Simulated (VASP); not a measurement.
VASP ran on this input.

File KPOINTS:
```
Automatic mesh
0
gamma
12 12 3
```

### INCAR
```
ALGO = Normal
EDIFF = 1E-6
EDIFFG = -0.02
ENCUT = 400
GGA = PS
IBRION = 2
ISIF = 3
ISMEAR = 1
LASPH = .True.
LCHARG = .False.
LMAXMIX = 4
LREAL = .False.
LWAVE = .False.
NELM = 100
NSW = 60
PREC = Accurate
SIGMA = 0.1
SYSTEM = Pd2Rh2
```

File POSCAR:
```
Pd2Rh2
1
    0.0000000000     1.9117655003     1.9117655003
    1.9117655003     0.0000000000     1.9117655003
    7.6423661352     7.6423661352     0.0046958659
Rh Pd
2 2
Direct
  0.9929213822   0.9929213822   0.0053089634
  0.0070786178   0.0070786178   0.2446910366
  0.0050947961   0.0050947961   0.4961789029
  0.9949052039   0.9949052039   0.7538210971
```

POTCAR, in this order: Rh_pv Pd (PBE.64 set). Program: vasp_std.

Question: Write an equivalent input for Quantum ESPRESSO's pw.x.

Answer: One equivalent input (not run):
```
&CONTROL
  calculation = 'vc-relax'
  pseudo_dir = './pseudo'
  outdir = './out'
  tprnfor = .true.
  tstress = .true.
  nstep = 60
  forc_conv_thr = 0.00078
/
&SYSTEM
  ibrav = 0
  nat = 4
  ntyp = 2
  ecutwfc = 88
  occupations = 'smearing'
  smearing = 'methfessel-paxton'
  degauss = 0.00735
  input_dft = 'pbesol'
/
&ELECTRONS
  conv_thr = 7.3e-08
  electron_maxstep = 100
/
&IONS
/
&CELL
/
ATOMIC_SPECIES
  Rh 102.906 Rh.upf
  Pd 106.420 Pd.upf
CELL_PARAMETERS angstrom
     0.0000000    1.9117655    1.9117655
     1.9117655    0.0000000    1.9117655
     7.6423661    7.6423661    0.0046959
ATOMIC_POSITIONS crystal
  Rh   0.9929214  0.9929214  0.0053090
  Rh   0.0070786  0.0070786  0.2446910
  Pd   0.0050948  0.0050948  0.4961789
  Pd   0.9949052  0.9949052  0.7538211
K_POINTS automatic
  12 12 3 0 0 0
```
What does not carry over: the potentials are each code's own (VASP's PAW set, PseudoDojo norm-conserving files in pw.x), so ENCUT and ecutwfc are chosen apart and not converted; conv_thr bounds pw.x's estimated SCF error, while EDIFF bounds the energy change between steps; forc_conv_thr acts on force components and is met together with etot_conv_thr.

The structure was generated: Pd2Rh2 was put into an ordered model structure (R-3m), which need not be its known phase. This run relaxes it. Symmetry was kept, so distortions that lower it aren't found. The start is the result of an earlier pass.
